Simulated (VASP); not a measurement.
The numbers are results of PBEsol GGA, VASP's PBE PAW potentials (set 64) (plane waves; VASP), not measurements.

VASP input:

### KPOINTS
```
Automatic mesh
0
Gamma
6 6 3
0 0 0
```

**POSCAR**
```
CaHI
1
    3.9717882789     0.0000000000     0.0000000000
    0.0000000000     3.9717882789     0.0000000000
    0.0000000000     0.0000000000     8.7465595635
Ca H I
2 2 2
Direct
  0.0000000000   0.5000000000   0.1364895538
  0.5000000000   0.0000000000   0.8635104462
  0.5000000000   0.5000000000   0.0000000000
  0.0000000000   0.0000000000   0.0000000000
  0.0000000000   0.5000000000   0.6861316092
  0.5000000000   0.0000000000   0.3138683908
```

**INCAR**
```
! general
SYSTEM   = CaHI
PREC     = Accurate
ENCUT    = 400
LREAL    = F
LASPH    = T

! electronic loop
EDIFF    = 1E-8
NELM     = 100
ALGO     = Normal
LMAXMIX  = 4

! smearing
ISMEAR   = 0
SIGMA    = 0.01

! functional
GGA      = PS

! ions
IBRION   = 8
NSW      = 1

! output
LWAVE    = F
LCHARG   = F

! other
LEPSILON = T
```

POTCAR, in this order: Ca_sv H I (PBE.64 set). Program: vasp_std.

The resulting files:

OSZICAR:
```
...
RMM:  32    -0.447834535301E+00   -0.31061E-07    0.72151E-07  2153   0.575E-04    0.641E-05
RMM:  33    -0.447834543282E+00   -0.79811E-08    0.10355E-06  2020   0.528E-04    0.718E-05
RMM:  34    -0.447834561853E+00   -0.18571E-07    0.56247E-07  2015   0.491E-04    0.807E-05
RMM:  35    -0.447834533010E+00    0.28844E-07    0.64976E-07  2127   0.458E-04    0.940E-05
RMM:  36    -0.447834541389E+00   -0.83790E-08    0.67880E-07  2037   0.421E-04    0.101E-04
RMM:  37    -0.447834547210E+00   -0.58211E-08    0.45749E-07  1852   0.389E-04    0.104E-04
RMM:  38    -0.447834545790E+00    0.14196E-08    0.63395E-07  1912   0.363E-04    0.111E-04
 Linear response progress:
  Degree of freedom:   3/  6
       N       E                     dE             d eps       ncg     rms          rms(c)
RMM:   1    -0.162598561323E-01   -0.16260E-01   -0.56076E-03  3587   0.431E-01
RMM:   2    -0.162993100426E-01   -0.39454E-04   -0.64473E-04  3516   0.897E-02    0.869E-02
RMM:   3    -0.166138666262E-01   -0.31456E-03   -0.21443E-04  3045   0.609E-02    0.491E-02
RMM:   4    -0.172894118847E-01   -0.67555E-03   -0.16950E-04  3182   0.581E-02    0.425E-03
RMM:   5    -0.173264955000E-01   -0.37084E-04   -0.23641E-05  3593   0.193E-02    0.144E-03
RMM:   6    -0.173310234532E-01   -0.45280E-05   -0.28225E-06  4005   0.603E-03    0.974E-04
RMM:   7    -0.173350338714E-01   -0.40104E-05   -0.41066E-07  4055   0.289E-03    0.342E-04
RMM:   8    -0.173350864421E-01   -0.52571E-07   -0.69428E-07  4392   0.137E-03    0.153E-04
RMM:   9    -0.173349335189E-01    0.15292E-06    0.53064E-07  4258   0.596E-04    0.784E-05
RMM:  10    -0.173350266786E-01   -0.93160E-07   -0.33461E-07  4348   0.304E-04    0.113E-05
RMM:  11    -0.173350481613E-01   -0.21483E-07    0.23261E-07  4443   0.149E-04    0.232E-05
RMM:  12    -0.173350751521E-01   -0.26991E-07   -0.13469E-07  4291   0.825E-05    0.361E-06
RMM:  13    -0.173350599388E-01    0.15213E-07    0.87783E-08  4329   0.495E-05    0.861E-06
RMM:  14    -0.173350670399E-01   -0.71011E-08   -0.45358E-08  4319   0.324E-05    0.282E-06
 Linear response progress:
  Degree of freedom:   4/  6
       N       E                     dE             d eps       ncg     rms          rms(c)
RMM:   1    -0.166283341647E-01   -0.16628E-01   -0.73714E-03  2760   0.420E-01
RMM:   2    -0.164337429212E-01    0.19459E-03   -0.58733E-04  2551   0.896E-02    0.816E-02
RMM:   3    -0.166820733337E-01   -0.24833E-03   -0.27080E-04  2511   0.613E-02    0.454E-02
RMM:   4    -0.172148942231E-01   -0.53282E-03   -0.99221E-05  2638   0.570E-02    0.804E-03
RMM:   5    -0.172616566501E-01   -0.46762E-04    0.62226E-05  2702   0.218E-02    0.355E-03
RMM:   6    -0.172696455018E-01   -0.79889E-05    0.92584E-05  3153   0.747E-03    0.197E-03
RMM:   7    -0.172695110765E-01    0.13443E-06    0.83150E-05  3214   0.341E-03    0.895E-04
RMM:   8    -0.172683173662E-01    0.11937E-05    0.75175E-05  2944   0.247E-03    0.342E-04
RMM:   9    -0.172699541981E-01   -0.16368E-05    0.51019E-05  3394   0.120E-03    0.200E-04
RMM:  10    -0.172713667574E-01   -0.14126E-05    0.32057E-05  3552   0.549E-04    0.818E-05
RMM:  11    -0.172725849703E-01   -0.12182E-05    0.20401E-05  3566   0.272E-04    0.372E-05
RMM:  12    -0.172733636855E-01   -0.77872E-06    0.12907E-05  3639   0.146E-04    0.242E-05
RMM:  13    -0.172738796696E-01   -0.51598E-06    0.80539E-06  3315   0.852E-05    0.158E-05
RMM:  14    -0.172742032314E-01   -0.32356E-06    0.46719E-06  3588   0.495E-05    0.511E-06
RMM:  15    -0.172744716938E-01   -0.26846E-06    0.22812E-06  3546   0.287E-05    0.623E-06
RMM:  16    -0.172745473691E-01   -0.75675E-07    0.14560E-06  3618   0.183E-05    0.187E-06
RMM:  17    -0.172746049235E-01   -0.57554E-07    0.94445E-07  3195   0.134E-05    0.266E-06
RMM:  18    -0.172746355555E-01   -0.30632E-07    0.61314E-07  2507   0.111E-05    0.832E-07
RMM:  19    -0.172746580116E-01   -0.22456E-07    0.40207E-07  2163   0.101E-05    0.129E-06
RMM:  20    -0.172746663980E-01   -0.83864E-08    0.31277E-07  1995   0.960E-06    0.735E-07
RMM:  21    -0.172746717058E-01   -0.53078E-08    0.27793E-07  2112   0.941E-06    0.224E-07
RMM:  22    -0.172746785670E-01   -0.68613E-08    0.19973E-07  1668   0.919E-06    0.169E-07
RMM:  23    -0.172746843759E-01   -0.58089E-08    0.14694E-07  1596   0.914E-06    0.108E-07
RMM:  24    -0.172746866893E-01   -0.23134E-08    0.12099E-07  1540   0.911E-06    0.338E-08
 Linear response progress:
  Degree of freedom:   5/  6
       N       E                     dE             d eps       ncg     rms          rms(c)
RMM:   1    -0.827251160498E-01   -0.82725E-01    0.27753E-02  3813   0.958E-01
RMM:   2    -0.801886761486E-01    0.25364E-02   -0.97577E-03  3443   0.344E-01    0.380E-02
RMM:   3    -0.804553587904E-01   -0.26668E-03   -0.76882E-04  3484   0.950E-02    0.316E-02
RMM:   4    -0.806029572774E-01   -0.14760E-03   -0.14197E-04  3686   0.358E-02    0.188E-02
RMM:   5    -0.808039659679E-01   -0.20101E-03   -0.35523E-05  3414   0.249E-02    0.417E-03
RMM:   6    -0.807861901284E-01    0.17776E-04   -0.10456E-05  3847   0.912E-03    0.308E-03
RMM:   7    -0.807901028981E-01   -0.39128E-05   -0.12807E-05  4127   0.381E-03    0.481E-04
RMM:   8    -0.807927280714E-01   -0.26252E-05    0.37289E-06  4257   0.164E-03    0.653E-04
RMM:   9    -0.807933311724E-01   -0.60310E-06   -0.96179E-06  4235   0.887E-04    0.102E-04
RMM:  10    -0.807932652874E-01    0.65885E-07    0.65232E-06  4419   0.416E-04    0.170E-04
RMM:  11    -0.807932376634E-01    0.27624E-07   -0.23097E-06  4385   0.213E-04    0.496E-05
RMM:  12    -0.807934228586E-01   -0.18520E-06    0.90173E-07  4275   0.129E-04    0.354E-05
RMM:  13    -0.807933436287E-01    0.79230E-07   -0.28311E-07  4199   0.798E-05    0.245E-05
RMM:  14    -0.807933410516E-01    0.25771E-08   -0.11922E-07  4400   0.573E-05    0.161E-05
RMM:  15    -0.807933450749E-01   -0.40233E-08   -0.11404E-07  4321   0.470E-05    0.622E-06
RMM:  16    -0.807933433453E-01    0.17296E-08    0.17027E-08  3990   0.415E-05    0.368E-06
 Linear response progress:
  Degree of freedom:   6/  6
       N       E                     dE             d eps       ncg     rms          rms(c)
RMM:   1    -0.106937711789E+00   -0.10694E+00    0.38770E-02  1892   0.961E-01
RMM:   2    -0.104471626810E+00    0.24661E-02   -0.64993E-03  1574   0.337E-01    0.710E-02
RMM:   3    -0.104582889912E+00   -0.11126E-03   -0.61579E-04  1553   0.103E-01    0.318E-02
RMM:   4    -0.104616725276E+00   -0.33835E-04   -0.81392E-05  1899   0.328E-02    0.248E-02
RMM:   5    -0.104656631555E+00   -0.39906E-04   -0.36470E-05  1709   0.215E-02    0.499E-03
RMM:   6    -0.104655238885E+00    0.13927E-05   -0.75939E-06  2084   0.918E-03    0.534E-03
RMM:   7    -0.104648726641E+00    0.65122E-05    0.45768E-06  1905   0.470E-03    0.943E-04
RMM:   8    -0.104647373924E+00    0.13527E-05   -0.49098E-07  2217   0.207E-03    0.494E-04
RMM:   9    -0.104647617248E+00   -0.24332E-06   -0.44473E-07  2149   0.907E-04    0.297E-04
RMM:  10    -0.104647789879E+00   -0.17263E-06    0.49034E-06  2115   0.506E-04    0.113E-04
RMM:  11    -0.104648023049E+00   -0.23317E-06   -0.22685E-06  2204   0.262E-04    0.505E-05
RMM:  12    -0.104648117627E+00   -0.94579E-07    0.82051E-07  2254   0.134E-04    0.337E-05
RMM:  13    -0.104648151349E+00   -0.33722E-07    0.22828E-07  2212   0.799E-05    0.178E-05
RMM:  14    -0.104648138573E+00    0.12776E-07    0.17530E-07  2219   0.543E-05    0.661E-06
RMM:  15    -0.104648135010E+00    0.35629E-08   -0.22761E-07  2285   0.414E-05    0.200E-06
RMM:  16    -0.104648133350E+00    0.16599E-08    0.97645E-08  2196   0.345E-05    0.205E-06
 Linear response finished
```

**OUTCAR**
```
------------------------ aborting loop because EDIFF is reached ----------------------------------------

 HEAD OF MICROSCOPIC STATIC DIELECTRIC TENSOR (INDEPENDENT PARTICLE, excluding Hartree and local field effects)
 ------------------------------------------------------
           5.183155     0.000000     0.000000
           0.000000     5.183155     0.000000
           0.000000     0.000000     5.060998
 ------------------------------------------------------

 MACROSCOPIC STATIC DIELECTRIC TENSOR (including local field effects in DFT)
 ------------------------------------------------------
           4.772519     0.000000    -0.000000
           0.000000     4.772519     0.000000
           0.000000     0.000000     4.491141
 ------------------------------------------------------

 PIEZOELECTRIC TENSOR (including local field effects)  for field in x, y, z        (e  Angst)
          XX          YY          ZZ          XY          YZ          ZX
  --------------------------------------------------------------------------------
  x     0.00000     0.00000     0.00000     0.00000     0.00000     0.00000
  y     0.00000     0.00000     0.00000     0.00000     0.00000     0.00000
  z     0.00000     0.00000     0.00000     0.00000     0.00000     0.00000

 PIEZOELECTRIC TENSOR (including local field effects)  for field in x, y, z        (C/m^2)
          XX          YY          ZZ          XY          YZ          ZX
  --------------------------------------------------------------------------------
  x     0.00000     0.00000     0.00000     0.00000     0.00000     0.00000
  y     0.00000     0.00000     0.00000     0.00000     0.00000     0.00000
  z     0.00000     0.00000     0.00000     0.00000     0.00000     0.00000

 BORN EFFECTIVE CHARGES (including local field effects) (in |e|, cummulative output)
 ---------------------------------------------------------------------------------
 ion    1
    1     2.30941     0.00000     0.00000
    2     0.00000     2.30941    -0.00000
    3     0.00000     0.00000     1.80635
 ion    2
    1     2.30941     0.00000     0.00000
    2     0.00000     2.30941    -0.00000
    3     0.00000     0.00000     1.80635
 ion    3
    1    -0.96928     0.00000     0.00000
    2     0.00000    -0.96928     0.00000
    3     0.00000     0.00000    -0.88843
 ion    4
    1    -0.96928     0.00000     0.00000
    2     0.00000    -0.96928     0.00000
    3     0.00000     0.00000    -0.88843
 ion    5
    1    -1.34013     0.00000     0.00000
    2     0.00000    -1.34013    -0.00000
    3     0.00000     0.00000    -0.91792
 ion    6
    1    -1.34013     0.00000     0.00000
    2     0.00000    -1.34013    -0.00000
    3     0.00000     0.00000    -0.91792

   1 f  =   28.667884 THz   180.125626 2PiTHz  956.257672 cm-1   118.560788 meV
             X         Y         Z           dx          dy          dz
      0.000000  1.985894  1.193814     0.000000    0.000000   -0.086776
      1.985894  0.000000  7.552746    -0.000000   -0.000000   -0.086776
      1.985894  1.985894  0.000000    -0.000000    0.000000    0.701632
      0.000000  0.000000  0.000000     0.000000   -0.000000    0.701632
      0.000000  1.985894  6.001291     0.000000    0.000000   -0.013500
      1.985894  0.000000  2.745269    -0.000000   -0.000000   -0.013500

   2 f  =   27.517643 THz   172.898453 2PiTHz  917.889782 cm-1   113.803778 meV
             X         Y         Z           dx          dy          dz
      0.000000  1.985894  1.193814    -0.030299    0.013311    0.000000
      1.985894  0.000000  7.552746     0.030299   -0.013311    0.000000
      1.985894  1.985894  0.000000     0.646664    0.284096    0.000000
      0.000000  0.000000  0.000000    -0.646664   -0.284096   -0.000000
      0.000000  1.985894  6.001291    -0.004062    0.001784   -0.000000
      1.985894  0.000000  2.745269     0.004062   -0.001784    0.000000

   3 f  =   27.517643 THz   172.898453 2PiTHz  917.889782 cm-1   113.803778 meV
             X         Y         Z           dx          dy          dz
      0.000000  1.985894  1.193814     0.013311    0.030299   -0.000000
      1.985894  0.000000  7.552746    -0.013311   -0.030299   -0.000000
      1.985894  1.985894  0.000000    -0.284096    0.646664   -0.000000
      0.000000  0.000000  0.000000     0.284096   -0.646664    0.000000
      0.000000  1.985894  6.001291     0.001784    0.004062    0.000000
      1.985894  0.000000  2.745269    -0.001784   -0.004062   -0.000000

   4 f  =   25.983652 THz   163.260101 2PiTHz  866.721342 cm-1   107.459702 meV
             X         Y         Z           dx          dy          dz
      0.000000  1.985894  1.193814    -0.000000    0.000000   -0.000000
      1.985894  0.000000  7.552746    -0.000000   -0.000000   -0.000000
      1.985894  1.985894  0.000000     0.000000    0.000000    0.707107
      0.000000  0.000000  0.000000     0.000000   -0.000000   -0.707107
      0.000000  1.985894  6.001291     0.000000   -0.000000    0.000000
      1.985894  0.000000  2.745269    -0.000000   -0.000000   -0.000000

   5 f  =   24.650909 THz   154.886232 2PiTHz  822.265831 cm-1   101.947924 meV
             X         Y         Z           dx          dy          dz
      0.000000  1.985894  1.193814    -0.095857   -0.023560   -0.000000
      1.985894  0.000000  7.552746    -0.095857   -0.023560   -0.000000
      1.985894  1.985894  0.000000     0.679915    0.167114   -0.000000
      0.000000  0.000000  0.000000     0.679915    0.167114    0.000000
      0.000000  1.985894  6.001291    -0.006562   -0.001613    0.000000
      1.985894  0.000000  2.745269    -0.006562   -0.001613   -0.000000

   6 f  =   24.650909 THz   154.886232 2PiTHz  822.265831 cm-1   101.947924 meV
             X         Y         Z           dx          dy          dz
      0.000000  1.985894  1.193814     0.023560   -0.095857   -0.000000
      1.985894  0.000000  7.552746     0.023560   -0.095857   -0.000000
      1.985894  1.985894  0.000000    -0.167114    0.679915    0.000000
      0.000000  0.000000  0.000000    -0.167114    0.679915   -0.000000
      0.000000  1.985894  6.001291     0.001613   -0.006562    0.000000
      1.985894  0.000000  2.745269     0.001613   -0.006562   -0.000000
...
```
(Selected blocks of OUTCAR.)

The structure comes from a computed database's CaHI entry (P4/nmm); how it stands against other phases isn't given here. It was relaxed first, which changed the volume by -9 %.
